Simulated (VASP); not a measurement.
Input:

```
CELL_PARAMETERS angstrom
      1.82934    -3.16850     0.00000
      1.82934     3.16850     0.00000
      0.00000     0.00000     5.82516
ATOMIC_POSITIONS crystal
  Zr 0.00000 0.00000 0.00000
  S  0.33333 0.66667 0.25013
  S  0.66667 0.33333 0.74987
```

Calculation: rev-vdW-DF2, VASP's PBE PAW potentials (set 64) (plane waves; VASP 6.6.1). Numerical set-up: 520 eV cut-off, Gaussian smearing of 0.050 eV, potentials Zr_sv S.

### Question
What does the run give for the band gap (along the path) with the smallest direct gap where there is one?

### Answer

```yaml
band gap (along the path): 0.77 eV
smallest direct gap (along the path): 1.46 eV
```

The absolute energy has meaning only against runs of the same code, potentials and settings.

The compound is ZrS2 in the 1T layered structure. It was relaxed first.
